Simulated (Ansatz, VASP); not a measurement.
# SrLiBr3 in two plane-wave programs, part 3 of 3

Wanted: the spread between two codes on one cell, functional and k mesh. The cell is generated by rule, not measured, and may not be a known phase. The cell is taken from a series of runs on this material, whose earlier steps may have relaxed, scaled, displaced or heated it; both programs get it as it stands.

VASP 6.6.1 and Ansatz 0.2.0.

So far: The structure; VASP: zone-centre phonons, LDA.

The structure was built from a prototype and need not be the compound's stable phase.

**3. Ansatz: zone-centre phonons, LDA**

Level of this step: Ansatz beside VASP: Kohn-Sham DFT, plane waves, LDA (Ansatz).

Ansatz runs on norm-conserving files, of PseudoDojo where its log says so.

The same cell, functional (in two slightly different forms) and mesh now go to Ansatz, which takes its cutoff from its data sets.

File input.yaml:

```yaml
crystal:
  lattice:
    - [4.9372379283, 0.0, 0.0]
    - [0.0, 4.9372379283, 0.0]
    - [0.0, 0.0, 4.9372379283]
  atoms:
    - { symbol: Sr, position: [0.0, 0.0, 0.0] }
    - { symbol: Li, position: [0.5, 0.5, 0.5] }
    - { symbol: Br, position: [0.0, 0.5, 0.5] }
    - { symbol: Br, position: [0.5, 0.5, 0.0] }
    - { symbol: Br, position: [0.5, 0.0, 0.5] }
kpoints:
  mp_grid: { grid: [4, 4, 4] }
hamiltonian:
  xc: lda
  pseudopotentials: { kind: nc }
scf:
  occupations: { method: fixed }
output:
  eigenvalues: true
phonons:
  method: dfpt
  qmesh: [2, 2, 2]
  temperatures: { t_max: 1000, t_step: 50 }
  qpath:
    path:
      - [[0.0, 0.0, 0.0], [0.0, 0.5, 0.0], [0.5, 0.5, 0.0], [0.0, 0.0, 0.0], [0.5, 0.5, 0.5], [0.0, 0.5, 0.0]]
      - [[0.5, 0.5, 0.5], [0.5, 0.5, 0.0]]
    npoints: 10
  non_analytic_term:
    high_frequency_dielectric_tensor: [[4.1627, 0.0, 0.0], [0.0, 4.1627, 0.0], [0.0, 0.0, 4.1627]]
    born_effective_charges:
      - { species: Sr, tensor: [[2.9488, 0.0, 0.0], [0.0, 2.9488, 0.0], [0.0, 0.0, 2.9488]] }
      - { species: Li, tensor: [[1.13, 0.0, 0.0], [0.0, 1.13, 0.0], [0.0, 0.0, 1.13]] }
      - { species: Br, tensor: [[-1.2182, 0.0, 0.0], [0.0, -1.4303, 0.0], [0.0, 0.0, -1.4303]] }
      - { species: Br, tensor: [[-1.4303, 0.0, 0.0], [0.0, -1.4303, 0.0], [0.0, 0.0, -1.2182]] }
      - { species: Br, tensor: [[-1.4303, 0.0, 0.0], [0.0, -1.2182, 0.0], [0.0, 0.0, -1.4303]] }
    source: "zone-centre run at this cell"
```

Launch:

```
ansatz run input.yaml --threads 8 --pin off --max-ram 14336MiB --backend cpu --events-out ev --progress --plain --runs-dir out
```

Log:

```text
Engine: ansatz 0.2.0, x86_64-unknown-linux-gnu
Pseudopotentials: kind: nc
Pseudopotential: Sr, nc, valence charge 10, recommended cutoff 925.187132 eV (normal), Sr.nc.azcp (PseudoDojo's, or run here from an input of PseudoDojo's: the run reads no file of this project's for it)
Pseudopotential: Li, nc, valence charge 3, recommended cutoff 1006.821291 eV (normal), Li.nc.azcp (PseudoDojo's, or run here from an input of PseudoDojo's: the run reads no file of this project's for it)
Pseudopotential: Br, nc, valence charge 7, recommended cutoff 598.650497 eV (normal), Br.nc.azcp (PseudoDojo's, or run here from an input of PseudoDojo's: the run reads no file of this project's for it)
Functional definition: SPW92
  exchange = slater_x
  correlation = pw_c
Crystal: 5 atoms, lattice volume = 120.352 Å³
Basis set: ecut = 1006.821291 eV, 8733 PW (Γ), exchange–correlation on 108×108×108 points (8 copies of the dense FFT grid, shifted against one another)
Bands: 22, of which v1, the nominal top of the filled ones, is band 17 counted from 1 (16 counted from 0)
Symmetry: 48 space group operations
k-points: 10 of 64
Non-local potential: Sr, projectors of the file, l = 0: 2, l = 1: 2, l = 2: 2
Non-local potential: Li, projectors of the file, l = 0: 2, l = 1: 2
Non-local potential: Br, projectors of the file, l = 0: 2, l = 1: 2, l = 2: 2
Initial density: superposition of atomic densities (chi_scale 0.1, normalization cell, long waves kept (reshape's long-wave potential 0.00 eV rms))
Initial wavefunctions: pseudopotential atomic-orbital guess
Functional: x = slater, c = lda
SCF iter   1: F=—  HF=-2424.343760 eV  |F-HF|=—  |Δ(HF+E_count)|=         —  Δρ=3.19e-2  dr2=2.03e0  ethr=3.10e-3  ⟨swp⟩=6.1  Hψ=1079  notcnv=0  defer=25
preconditioner: auto → Resta (q_TF=auto, 2.210 Å⁻¹)  ε∞=4.7  [insulator: Δε(μ)=1.912 eV  Ē_g=8.667 eV  n_scr=26 (ndim 8)  ℏωp=16.6 eV  f_vac=0.000  ε∞_Penn≈4.7]
SCF iter   2: F=—  HF=-2423.618799 eV  |F-HF|=—  |Δ(HF+E_count)|=   7.25e-1  Δρ=1.50e-2  dr2=4.96e-1  ethr=3.10e-3  ⟨swp⟩=3.9  Hψ=516  notcnv=0  defer=16
SCF iter   3: F=—  HF=-2423.379161 eV  |F-HF|=—  |Δ(HF+E_count)|=   2.40e-1  Δρ=3.52e-3  dr2=2.02e-2  ethr=1.46e-3  ⟨swp⟩=3.9  Hψ=463  notcnv=0  defer=25
SCF iter   4: F=—  HF=-2423.373768 eV  |F-HF|=—  |Δ(HF+E_count)|=   5.39e-3  Δρ=7.82e-4  dr2=7.68e-4  ethr=5.94e-5  ⟨swp⟩=3.4  Hψ=419  notcnv=0  defer=27
SCF iter   5: F=—  HF=-2423.373767 eV  |F-HF|=—  |Δ(HF+E_count)|=   1.25e-6  Δρ=1.18e-4  dr2=1.91e-5  ethr=2.26e-6  ⟨swp⟩=2.3  Hψ=413  notcnv=0  defer=28
SCF iter   6: F=—  HF=-2423.373766 eV  |F-HF|=—  |Δ(HF+E_count)|=   1.38e-7  Δρ=2.97e-5  dr2=8.36e-7  ethr=5.61e-8  ⟨swp⟩=2.5  Hψ=364  notcnv=0  defer=27
SCF iter   7: F=—  HF=-2423.373875 eV  |F-HF|=—  |Δ(HF+E_count)|=   1.08e-4  Δρ=7.54e-6  dr2=5.39e-8  ethr=2.46e-9  ⟨swp⟩=2.1  Hψ=383  notcnv=0  defer=25
SCF iter   8: F=—  HF=-2423.373875 eV  |F-HF|=—  |Δ(HF+E_count)|=   1.62e-8  Δρ=7.29e-7  dr2=8.22e-10  ethr=1.58e-10  ⟨swp⟩=2.7  Hψ=382  notcnv=0  defer=25
SCF iter   9: F=—  HF=-2423.373875 eV  |F-HF|=—  |Δ(HF+E_count)|=  1.41e-11  Δρ=1.04e-7  dr2=3.66e-11  ethr=2.42e-12  ⟨swp⟩=2.4  Hψ=382  notcnv=0  defer=25
SCF iter  10: F=-2423.373875 eV  HF=-2423.373875 eV  |F-HF|=1.36e-12  |Δ(HF+E_count)|=  9.09e-12  Δρ=3.41e-8  dr2=9.65e-13  ethr=1.00e-12  ⟨swp⟩=16.4  Hψ=1812  notcnv=0
SCF 1 converged in 10 iterations: F = -2423.373875 eV  dr2 = 9.65e-13
NSCF: frozen V_eff on 10 k-points
NSCF: frozen V_eff on 27 k-points
DFPT response loops at q = (0, 0, 0) (fractional): preconditioner auto → none (the input reference at scf.mixing.eps_inf says where Resta's filter doesn't serve); β = 0.50; Broyden in place of MSR1
NSCF: frozen V_eff on 54 k-points
DFPT response loops at q = (0, 0, -0.5) (fractional): preconditioner auto → Resta (q_TF=auto, 2.210 Å⁻¹)  ε∞=4.7 (no band partly filled); β = 1.00, the filter's whole step (`scf.mixing.beta` (0.50) is not read by the response loops at its default; to damp them type it under 1.00, their step now; it binds the ground state too); Broyden in place of MSR1
NSCF: frozen V_eff on 54 k-points
DFPT response loops at q = (0, -0.5, -0.5) (fractional): mixed as the last ones told, above
NSCF: frozen V_eff on 54 k-points
DFPT response loops at q = (-0.5, -0.5, -0.5) (fractional): mixed as the last ones told, above
SCF converged after 10 iterations
Free energy (F): -2423.373875 eV
Harris-Foulkes:  -2423.373875 eV  (|F-HF|=1.36e-12)
Internal energy: -2423.373875 eV  (E = F + TS)
E sigma→0 (E₀):  -2423.373875 eV
Fermi energy:    4.958752 eV
--- Per-component energies (eV) ---
  E_band       = -204.050510
  E_kinetic    = 749.889122
  E_local      = -1230.295958  (includes V_loc(G=0)·N_el)
  E_nonlocal   = 207.380848
  E_hartree    = 299.099833
  E_xc         = -695.919431
  E_vxc        = -529.224171  (∫ρ·V_xc dr)
  E_ewald      = -1753.528289
  E_smearing   = -0.000000  (= −TS)
  E_closure    = 0.000000  (closes the sum)
  Σ components = -2423.373875   (vs F -2423.373875, Δ=0.00e0)
--- Band table (eV; the first three rows and the last of 10) ---
  k-point 0: bands = [... 13 lower, 3.7603, 4.6848, 4.6848, 4.6848, 7.6421, 8.3017, 8.3017, 9.2727, ... 1 higher]
  k-point 1: bands = [... 13 lower, 3.4849, 3.9047, 4.4547, 4.4547, 8.6905, 8.8423, 9.2228, 9.4316, ... 1 higher]
  k-point 2: bands = [... 13 lower, 3.1598, 3.1598, 4.2688, 4.2688, 9.5314, 9.6239, 10.2341, 10.2524, ... 1 higher]
  k-point 9: bands = [... 13 lower, 4.7518, 4.9588, 4.9588, 4.9588, 8.3306, 9.4614, 9.4614, 9.4614, ... 1 higher]
--- Phonons (Γ-DFPT): 4 representative perturbations + reference (Σ response iterations 12) ---
  ASR residual: 7.859e-5 → 0.000e0 eV/Å²; symmetrization residual: 1.593e-7 eV/Å²
  ASR residual per site (eV/Å²): 7.86e-5 1.46e-5 6.40e-6 6.40e-6 6.40e-6
  Γ frequencies (cm⁻¹): -58.40 -58.40 -58.40 0.00 0.00 0.00 29.72 29.72 29.72 121.02 121.02 121.02 346.62 346.62 346.62
--- Phonons (arbitrary-q DFPT): 4 irreducible q on the 2×2×2 mesh ---
  q = [0.0000, 0.0000, 0.0000] (star 1, of the zone-centre solve; hermiticity 4.93e-8, symmetrization 7.18e-15): -58.40 -58.40 -58.40 0.00 0.00 0.00 29.72 29.72 29.72 121.02 121.02 121.02 346.62 346.62 346.62
  q = [0.0000, 0.0000, -0.5000] (star 3, 9 solved perturbations in 216 linear systems a pass and spin channel, the states on 27 of 64 k-point pairs; hermiticity 1.65e-7, symmetrization 1.56e-13, the responses' own estimated error 2.4e-5 eV/Å²): -47.98 -47.98 18.61 18.61 50.81 65.17 65.17 94.28 95.56 117.28 117.28 160.73 348.54 348.54 365.97
  q = [0.0000, -0.5000, -0.5000] (star 3, 9 solved perturbations in 216 linear systems a pass and spin channel, the states on 27 of 64 k-point pairs; hermiticity 1.22e-7, symmetrization 9.89e-14, the responses' own estimated error 2.8e-5 eV/Å²): -82.03 -39.05 -39.05 -34.63 63.75 63.75 84.72 84.72 113.09 116.20 131.51 173.97 350.66 372.27 372.27
  q = [-0.5000, -0.5000, -0.5000] (star 1, 4 solved perturbations in 81 linear systems a pass and spin channel, the states on 27 of 64 k-point pairs; hermiticity 5.24e-8, symmetrization 4.03e-13, the responses' own estimated error 2.8e-5 eV/Å²): -84.89 -84.89 -84.89 -46.19 -46.19 -46.19 111.46 111.46 111.46 129.48 129.48 187.75 380.04 380.04 380.04
  sum rule: each row above includes the acoustic sum rule's correction from the zone centre's row sums; it moved no ω² by more than (0.76 cm⁻¹)²
  mesh force constants: q→R imaginary residual 5.92e-18; ASR residual 7.859e-5 → 0.000e0 eV/Å²; symmetrization residual 7.994e-15 eV/Å²
  interpolated dispersion: 63 rows × 15 modes
  density of states and harmonic sums: on the 14×14×14 q-mesh, interpolated from the force constants of a 2×2×2 supercell (with the dipole–dipole term of supplied tensors)
  largest difference from the sums on the solved wave vectors: F 1.10e-2 eV, S 1.26e-5 and C_V 9.17e-7 eV/K
  zero-point energy: 0.114681 eV/cell   skipped modes (ω ≤ 0): 451, of them read as no rigid motion or as one in doubt: 448 (3.750e0 modes/cell left out, lowest -84.89 cm⁻¹)   left out of the sums: 2.50e-1 of the cell's modes: C_V's classical limit lies that fraction below 3 k_B per atom; for a crystal, a wire or a layer, F and S can be off by more, and a phonons.interpolated_qmesh denser along its periods is the remedy for the sampling
```

The column dr2 measures how far the density is from self-consistency, as an energy; F and HF (Harris–Foulkes) agree once it is small.

**4. Comparison**

Known differences besides the potentials themselves: the two LDA forms differ slightly; fixed occupations in Ansatz, narrow Gaussian smearing in VASP; VASP's run holds the zone centre alone; the cutoff is 1006.82 eV in Ansatz and 750 eV in VASP; VASP's log shows a relativistic correction to its local exchange, Ansatz's none. Total energies have different zeros and are not compared.

The two programs side by side:

```
                                                   quantity  Ansatz   VASP  difference
optical mode 1 to 3 (imaginary, printed as negative) (cm⁻¹)   -58.4  -57.0        -1.4
                                 optical mode 4 to 6 (cm⁻¹)    29.7   32.1        -2.3
                                 optical mode 7 to 9 (cm⁻¹)   121.0  125.4     -3.53 %
                               optical mode 10 to 12 (cm⁻¹)   346.6  362.7     -4.43 %
```

Modes are paired by rising frequency, not by their patterns, so a pair may set unlike modes beside each other; they are those without the splitting of longitudinal modes.

**5. Results**

| Item | Value |
| --- | --- |
| r.m.s. difference of the optical zone-centre modes, each program's sorted by frequency (zone-centre phonons, LDA) | 8.4 cm⁻¹ |
| difference in optical mode 10 to 12 (zone-centre phonons, LDA) | -4.4 % |

The r.m.s. difference of the optical zone-centre modes, each program's sorted by frequency is 8.4 cm⁻¹ (zone-centre phonons, LDA). Among the rows given in per cent, the largest difference of the zone-centre phonons, LDA pair is in optical mode 10 to 12, -4.4 %. How closely two codes agree says nothing of how well the functional describes the real material.

[Lines on the potential files, build, host, timing and source positions are cut from VASP's logs without a mark.]

[Logs are printed without paths, hosts, clocks, repeated set-up lines and the standing remarks that a program may print on its own settings, such as how far it seeks lower states.]

[Hosts, paths, dates, database ids (printed as entryN), source tags and the programs' standing remarks are cut or masked in the printed files.]
